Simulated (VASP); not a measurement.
Crystal: CdSe.

```
CELL_PARAMETERS angstrom
4.30000 0.00000 0.00000
-2.15000 3.72391 0.00000
0.00000 0.00000 7.02000
ATOMIC_POSITIONS crystal
Cd 0.33333 0.66667 0.00000
Cd 0.66667 0.33333 0.50000
Se 0.33333 0.66667 0.38500
Se 0.66667 0.33333 0.88500
```

```yaml
Program: VASP 6.6.1
Task: relaxation of cell and atoms
Functional: PBE
Potentials_or_basis: VASP PAW PBE potentials, release 64 (Cd, Se)
Cutoff: 520 eV
k_mesh: 12 × 12 × 6
Occupations: gaussian, width 0.02 eV
Spin: no spin polarisation
```

At the start: pressure 3.3 GPa; volume 28.10 Å³/atom.

Where does the relaxation end?

Over 13 steps the energy falls by 22.4 meV/atom and the volume is 29.92 Å³/atom (+6.5 %); space group P6_3mc (No. 186, to 0.05 Å).

Step by step:
| step | energy change (eV) | largest force (eV/Å) | pressure (GPa) | volume (Å³) |
| --- | --- | --- | --- | --- |
| 1 | 0.0000 | 0.2910 | 3.34 | 112.41 |
| 2 | -0.0786 | 0.0483 | -0.90 | 122.21 |
| 3 | -0.0853 | 0.0929 | -0.07 | 119.88 |
| 4 | -0.0853 | 0.0897 | -0.13 | 120.03 |
| 5 | -0.0867 | 0.0567 | -0.07 | 119.85 |
| 6 | -0.0875 | 0.0090 | 0.03 | 119.61 |
| 7 | -0.0887 | 0.0119 | 0.04 | 119.58 |
| 8 | -0.0893 | 0.0179 | 0.07 | 119.51 |
| 9 | -0.0894 | 0.0164 | 0.06 | 119.53 |
| 10 | -0.0895 | 0.0006 | -0.04 | 119.80 |
| 11 | -0.0895 | 0.0050 | -0.02 | 119.74 |
| 12 | -0.0895 | 0.0021 | 0.01 | 119.66 |
| 13 | -0.0895 | 0.0003 | 0.00 | 119.69 |

Final structure:
```
Cd Se
1.0
     4.39107    0.00000    0.00000
    -2.19553    3.80278    0.00000
     0.00000    0.00000    7.16758
Cd Se
2 2
Direct
  0.33333 0.66667 0.00463
  0.66667 0.33333 0.50463
  0.33333 0.66667 0.38037
  0.66667 0.33333 0.88037
```
